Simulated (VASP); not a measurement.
Here is the system:

```
Cu2SrAs2
1.0
   -2.07138     2.07138     5.38168
    2.07138    -2.07138     5.38168
    2.07138     2.07138    -5.38168
Sr Cu As
1 2 2
Direct
  0.00000   0.00000   0.00000
  0.25000   0.75000   0.50000
  0.75000   0.25000   0.50000
  0.62854   0.62854   0.00000
  0.37146   0.37146   0.00000
```

The numbers are results of PBEsol GGA, VASP's PBE PAW potentials (set 64) (plane waves; VASP), not measurements. Numerical set-up: 400 eV cut-off, Gaussian smearing of 0.050 eV, potentials Sr_sv Cu As.

Problem. Give the energies of bands 11 to 24 at the high-symmetry points, in eV from the Fermi level.

Solution. 
| band | Γ | X | P | N | M | S | R |
|---|---|---|---|---|---|---|---|
| 11 | -3.88 | -3.79 | -3.88 | -4.03 | -3.88 | -4.11 | -3.81 |
| 12 | -3.58 | -3.56 | -3.56 | -3.71 | -3.74 | -3.65 | -3.56 |
| 13 | -3.58 | -3.48 | -3.46 | -3.36 | -3.74 | -3.48 | -3.48 |
| 14 | -3.10 | -3.45 | -3.46 | -3.32 | -3.25 | -3.33 | -3.46 |
| 15 | -2.98 | -3.34 | -3.32 | -3.29 | -2.89 | -3.23 | -3.36 |
| 16 | -2.89 | -3.02 | -3.01 | -3.28 | -2.50 | -3.20 | -3.09 |
| 17 | -2.50 | -3.01 | -3.01 | -3.14 | -2.22 | -3.19 | -3.02 |
| 18 | -2.23 | -2.51 | -2.45 | -2.77 | -2.22 | -2.27 | -2.44 |
| 19 | -2.23 | -2.35 | -2.45 | -1.25 | -1.18 | -1.56 | -2.24 |
| 20 | -0.01 | -2.25 | -2.21 | -0.86 | -0.88 | -1.36 | -2.17 |
| 21 | -0.01 | -2.19 | -2.21 | -0.04 | 0.20 | 0.39 | -2.15 |
| 22 | 0.39 | -0.47 | -0.75 | 0.08 | 0.89 | 1.16 | -0.41 |
| 23 | 2.04 | 2.66 | 4.04 | 1.99 | 0.89 | 1.88 | 2.79 |
| 24 | 2.06 | 3.22 | 4.04 | 2.75 | 1.26 | 2.21 | 3.18 |

It has no gap at this level: it comes out as a metal or semimetal.

The structure comes from a computed database's Cu2SrAs2 entry (I4/mmm); how it stands against other phases isn't given here. It was relaxed first.
